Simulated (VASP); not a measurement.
# GeCl2 (Fm-3m) in VASP: notebook

The runs below take GeCl2 through single point, relaxation of cell and atoms, with PBE.

All numbers are computed with VASP 6.6.1; they aren't measurements. Logs are shortened: lines on timing, memory, paths and dates and some standing lists are left out, and cuts for length are marked.

## Step 1: The cell of the first run

The structure is cubic, space group Fm-3m (No. 225). The conventional cell has a = 6.620 Å, b = 6.620 Å, c = 6.620 Å, α = 90.00°, β = 90.00°, γ = 90.00°. Ge (site symmetry m-3m) has 8 Cl at 2.87 Å as nearest neighbours. Cl (site symmetry -43m) is surrounded by 4 Ge at 2.87 Å.

The cell was built by a generator and needn't be a form met in nature.

## Step 2: Single point, PBE (species swapped into the Ca2Sn type (Fm-3m, No. 225))

INCAR reads:

```
PREC = Accurate ; ENCUT = 520
EDIFF = 1E-7 ; ISMEAR = 0
SIGMA = 0.1 ; LREAL = F
LASPH = T ; NELM = 100
ALGO = Normal ; ISIF = 2
LWAVE = F ; LCHARG = F
GGA = PE ; NBANDS = 21
```

KPOINTS reads:

```
regular mesh
0
Gamma
  4 4 4
```

POSCAR reads:

```
GeCl2
1.0
    0.0000000000      3.3101215342      3.3101215342
    3.3101215342      0.0000000000      3.3101215342
    3.3101215342      3.3101215342      0.0000000000
Ge Cl
1 2
Direct
    0.0000000000      0.0000000000      0.0000000000
    0.7500000000      0.7500000000      0.7500000000
    0.2500000000      0.2500000000      0.2500000000
```

Potentials or basis: VASP PAW PBE potentials, release 64 (Ge_d, Cl).

Run with:

```bash
$ cat potpaw_PBE.64/Ge_d/POTCAR potpaw_PBE.64/Cl/POTCAR > POTCAR
$ mpirun -np 1 vasp_std > vasp.out
```

OUTCAR:

```text
PREC = Accurate
   ENCUT = 520
   EDIFF = 1E-7
   ISMEAR = 0
   LREAL = F
   LASPH = T
   NELM = 100
   ISIF = 2
   GGA = PE

 ion  position               nearest neighbor table
   1  0.000  0.000  0.000-
   2  0.750  0.750  0.750-
   3  0.250  0.250  0.250-

  LATTYP: Found a face centered cubic cell.
 ALAT       =     6.6202430684

  Lattice vectors:

 A1 = (   0.0000000000,   3.3101215342,   3.3101215342)
 A2 = (   3.3101215342,   0.0000000000,   3.3101215342)
 A3 = (   3.3101215342,   3.3101215342,   0.0000000000)

Analysis of symmetry for initial positions (statically):
=====================================================================
 Subroutine PRICEL returns:
 Original cell was already a primitive cell.

 Routine SETGRP: Setting up the symmetry group for a
 face centered cubic supercell.

 Subroutine GETGRP returns: Found 48 space group operations
 (whereof 48 operations were pure point group operations)
 out of a pool of 48 trial point group operations.

The static configuration has the point symmetry O_h .

Analysis of symmetry for dynamics (positions and initial velocities):
=====================================================================
 Subroutine PRICEL returns:
 Original cell was already a primitive cell.

 Routine SETGRP: Setting up the symmetry group for a
 face centered cubic supercell.

 Subroutine GETGRP returns: Found 48 space group operations
 (whereof 48 operations were pure point group operations)
 out of a pool of 48 trial point group operations.

The dynamic configuration has the point symmetry O_h .

 Subroutine INISYM returns: Found 48 space group operations
 (whereof 48 operations are pure point group operations),
 and found     1 'primitive' translations

----------------------------------------------------------------------------------------

                                     Primitive cell

  volume of cell :      72.5374

  direct lattice vectors                    reciprocal lattice vectors
     0.000000000  3.310121534  3.310121534    -0.151051856  0.151051856  0.151051856
     3.310121534  0.000000000  3.310121534     0.151051856 -0.151051856  0.151051856
[... 64 lines left out ...]
   ISPIN  =      1    spin polarized calculation?
   LNONCOLLINEAR =      F non collinear calculations
   LSORBIT =      F    spin-orbit coupling
   LASPH  =      T    aspherical Exc in radial PAW
   ENCUT  =  520.0 eV  38.22 Ry    6.18 a.u.   8.70  8.70  8.70*2*pi/ulx,y,z
   NELM   =    100;   NELMIN=  2; NELMDL= -5     # of ELM steps
   EDIFF  = 0.1E-06   stopping-criterion for ELM
   LREAL  =      F    real-space projection
   EDIFFG = 0.1E-05   stopping-criterion for IOM
   NSW    =      0    number of steps for IOM
   IBRION =     -1    ionic relax: 0-MD 1-quasi-New 2-CG
   NFREE  =      0    steps in history (QN), initial steepest desc. (CG)
   ISIF   =      2    stress and relaxation
   ISYM   =      2    0-nonsym 1-usesym 2-fastsym
   POTIM  = 0.5000    time-step for ionic-motion
   TEBEG  =    0.0;   TEEND  =   0.0 temperature during run
   PSTRESS=    0.0 pullay stress
   NELECT =      28.0000    total number of electrons
   NUPDOWN=      -1.0000    fix difference up-down
   EMIN   =  10.00;   EMAX   =-10.00  energy-range for DOS
   EFERMI =   0.00;   METHOD = LEGACY
   ISMEAR =     0;   SIGMA  =   0.10  broadening in eV -4-tet -1-fermi 0-gaus
   EFERMI_NEDOS =   21; number of points for ismear=-14 and -15
   IALGO  =     38    algorithm
   IMIX   =      4    mixing-type and parameters
     AMIX     =   0.40;   BMIX     =  1.00
     AMIX_MAG =   1.60;   BMIX_MAG =  1.00
  volume/ion in A,a.u.               =      24.18       163.17
  Fermi-wavevector in a.u.,A,eV,Ry     =   1.191993  2.252539 19.331789  1.420846
  Thomas-Fermi vector in A             =   2.328041
   LORBIT       =      0    0 simple, 1 ext, 2 COOP (PROOUT), +10 PAW based schemes
   GGA     = PE    functional components
   LHFCALC =     F    Hartree Fock is set to
   AEXX    =    0.0000 exact exchange contribution
   IVDW    =     0    specifies the selected vdW correction
   LEPSILON=     F    determine dielectric tensor
   LRPA    =     F    only Hartree local field effects (RPA)
 non-spin polarized calculation
 Gauss-broadening in eV      SIGMA  =   0.10
  energy-cutoff  :      520.00
  volume of cell :       72.54
 maximum number of plane-waves:      1964
 NGX is ok and might be reduce to    36
   NGX = 17   NGY = 17   NGZ = 17

 number of electron      27.9999991 magnetization

 Free energy of the ion-electron system (eV)
  ---------------------------------------------------
  ext. energy  EPLUGINS =         0.00000000
  ---------------------------------------------------
  free energy    TOTEN  =       -10.06319390 eV

  energy without entropy =      -10.06319390  energy(sigma->0) =      -10.06319390

 E-fermi :   2.0730     XC(G=0):  -8.9592

 val. band max:        1.6456780989   @ k =   0.5000   0.0000   0.0000
 cond. band min:       4.2679014168   @ k =   0.2500   0.2500   0.0000
 fundamental gap:      2.6222233179
 Fermi energy:         2.0730427268

 k-point     1 :       0.0000    0.0000    0.0000
  band No.  band energies     occupation
      1     -22.4382      2.00000
      2     -22.4382      2.00000
      3     -22.4372      2.00000
      4     -22.4372      2.00000
      5     -22.4372      2.00000
      6     -12.8298      2.00000
[... 181 lines left out ...]
     20      12.3141      0.00000
     21      12.8243      0.00000

------------------------ aborting loop because EDIFF is reached ----------------------------------------

  FORCE on cell =-STRESS in cart. coord.  units (eV):
  Direction    XX          YY          ZZ          XY          YZ          ZX
  --------------------------------------------------------------------------------------
  -------------------------------------------------------------------------------------
  Total       -0.0209831     -0.0209831     -0.0209831     -0.0000000     -0.0000000     -0.0000000
  in kB       -0.4634673     -0.4634673     -0.4634673     -0.0000000     -0.0000000     -0.0000000
  external PRESSURE =      -0.4634673 kB  Pullay stress =       0.0000000 kB

 VOLUME and BASIS-vectors are now :
 -----------------------------------------------------------------------------
  energy-cutoff  :      520.00
  volume of cell :       72.54
      direct lattice vectors                 reciprocal lattice vectors
     0.000000000  3.310121534  3.310121534    -0.151051856  0.151051856  0.151051856
     3.310121534  0.000000000  3.310121534     0.151051856 -0.151051856  0.151051856
     3.310121534  3.310121534  0.000000000     0.151051856  0.151051856 -0.151051856

 POSITION                                       TOTAL-FORCE (eV/Angst)
 -----------------------------------------------------------------------------------
      0.00000      0.00000      0.00000        -0.000000     -0.000000      0.000000
      4.96518      4.96518      4.96518         0.000000      0.000000      0.000000
      1.65506      1.65506      1.65506        -0.000000     -0.000000     -0.000000
 -----------------------------------------------------------------------------------
    total drift:                               -0.000000      0.000000      0.000000

  FREE ENERGIE OF THE ION-ELECTRON SYSTEM (eV)
  ---------------------------------------------------
  free  energy   TOTEN  =       -10.0631938990 eV

  energy  without entropy=      -10.0631938989  energy(sigma->0) =      -10.06319390
```

OSZICAR:

```text
N       E                     dE             d eps       ncg     rms          rms(c)
DAV:   1     0.244025581519E+03    0.24403E+03   -0.13653E+04   405   0.232E+03
DAV:   2     0.223851936534E+02   -0.22164E+03   -0.20988E+03   390   0.608E+02
DAV:   3    -0.931450807287E+01   -0.31700E+02   -0.31395E+02   389   0.133E+02
DAV:   4    -0.106702441179E+02   -0.13557E+01   -0.13549E+01   396   0.320E+01
DAV:   5    -0.107090812218E+02   -0.38837E-01   -0.38836E-01   475   0.551E+00    0.512E+00
DAV:   6    -0.100822182415E+02    0.62686E+00   -0.15081E+00   429   0.746E+00    0.293E+00
DAV:   7    -0.100598374688E+02    0.22381E-01   -0.29444E-01   423   0.253E+00    0.175E+00
DAV:   8    -0.100654108985E+02   -0.55734E-02   -0.55551E-02   432   0.228E+00    0.385E-01
DAV:   9    -0.100628475160E+02    0.25634E-02   -0.10588E-02   465   0.853E-01    0.898E-02
DAV:  10    -0.100631231506E+02   -0.27563E-03   -0.10335E-03   396   0.208E-01    0.554E-02
DAV:  11    -0.100631904418E+02   -0.67291E-04   -0.82236E-05   376   0.661E-02    0.350E-02
DAV:  12    -0.100631936510E+02   -0.32092E-05   -0.13259E-05   391   0.452E-02    0.140E-02
DAV:  13    -0.100631941736E+02   -0.52266E-06   -0.54222E-06   382   0.233E-02    0.281E-03
DAV:  14    -0.100631939464E+02    0.22719E-06   -0.60923E-07   401   0.788E-03    0.636E-04
DAV:  15    -0.100631938990E+02    0.47455E-07   -0.48854E-08   258   0.252E-03
   1 F= -.10063194E+02 E0= -.10063194E+02  d E =-.412409E-10
```

stdout:

```text
POSCAR found type information on POSCAR GeCl
 POSCAR found :  2 types and       3 ions
 scaLAPACK will be used
 LDA part: xc-table for (Slater+PW92), standard interpolation
 POSCAR, INCAR and KPOINTS ok, starting setup
 FFT: planning ... GRIDC
 FFT: planning ... GRID_SOFT
 FFT: planning ... GRID
 WAVECAR not read
 entering main loop
```

It took 15 s on 1 thread of Intel Xeon Platinum 8259CL at 2.50GHz (Skylake/Cascade Lake), shared host; peak memory 0.2 GiB.

What came out:

- Free energy: -10.0632 eV
- Pressure: 0.0 GPa
- Band gap on the k mesh: 2.62 eV, indirect (least direct gap 3.08 eV)

A k mesh can miss the band edges.

## Step 3: Relaxation of cell and atoms, PBE (species swapped into the Ca2Sn type (Fm-3m, No. 225))

INCAR reads:

```
SYSTEM = GeCl2
PREC = Accurate
ENCUT = 600
EDIFF = 1E-7
ISMEAR = 0
SIGMA = 0.1
LREAL = .False.
LASPH = .True.
NELM = 100
ALGO = Fast
ISIF = 3
LWAVE = .False.
LCHARG = .False.
GGA = PE
IBRION = 2
NSW = 90
EDIFFG = -0.04
```

KPOINTS reads:

```
Automatic mesh
0
Gamma
  4 4 4
  0 0 0
```

POSCAR reads:

```
GeCl2
1.0
    0.0000000000      3.7123493400      3.7123493400
    3.7123493400      0.0000000000      3.7123493400
    3.7123493400      3.7123493400      0.0000000000
Ge Cl
1 2
Direct
    0.0000000000      0.0000000000      0.0000000000
    0.7500000000      0.7500000000      0.7500000000
    0.2500000000      0.2500000000      0.2500000000
```

Potentials or basis: VASP PAW PBE potentials, release 64 (Ge_d, Cl).

Run with:

```bash
$ cat potpaw_PBE.64/Ge_d/POTCAR potpaw_PBE.64/Cl/POTCAR > POTCAR
$ mpirun -np 1 vasp_std > vasp.out
```

It took 1.7 min on 1 thread of Intel Xeon Platinum 8259CL at 2.50GHz (Skylake/Cascade Lake), shared host; peak memory 0.27 GiB.

It converged, with:

| Quantity | Value |
| --- | --- |
| Free energy | -10.0659 eV |
| Relaxed volume | 24.12 Å³/atom |
| Relaxed cell | a = 4.677 Å, b = 4.677 Å, c = 4.677 Å, α = 60.00°, β = 60.00°, γ = 60.00° |
| Space group after relaxing (to 0.05 Å) | Fm-3m (No. 225) |
| Energy gained by relaxing | 299.5 meV/atom |
| Ionic steps | 4 |
| Pressure after relaxing | 0.1 GPa |
| Band gap on the k mesh | 2.62 eV, indirect (least direct gap 3.09 eV) |

The path:
```csv
step,energy change (eV),largest force (eV/Å),pressure (GPa),volume (Å³)
1,0.0000,0.0000,-7.02,102.32
2,-0.7681,0.0000,-4.08,81.75
3,-0.8964,0.0000,-0.64,73.63
4,-0.8986,0.0000,0.10,72.35
```

Final structure:
```
Ge Cl
1.0
     0.00000    3.30722    3.30722
     3.30722    0.00000    3.30722
     3.30722    3.30722    0.00000
Ge Cl
1 2
Cartesian
  0.0000 3.3072 3.3072
  4.9608 4.9608 4.9608
  1.6536 1.6536 1.6536
```

Levels at points of the mesh, in eV from the valence-band top:
```csv
k point,band 11,band 12,band 13,band 14,band 15,band 16,band 17,band 18
"(0.00, 0.00, 0.00)",-2.49,-1.30,-1.30,-1.30,2.90,2.90,2.90,8.46
"(0.50, 0.00, 0.00)",-2.53,-1.86,-1.86,0.00,4.25,4.25,4.77,9.04
"(0.50, 0.50, 0.00)",-1.22,-0.49,-0.49,-0.16,2.93,5.20,5.20,7.75
```

Caveat: the volume moved by over 15 % at a fixed basis, so the end points are rough. A k mesh can miss the band edges.
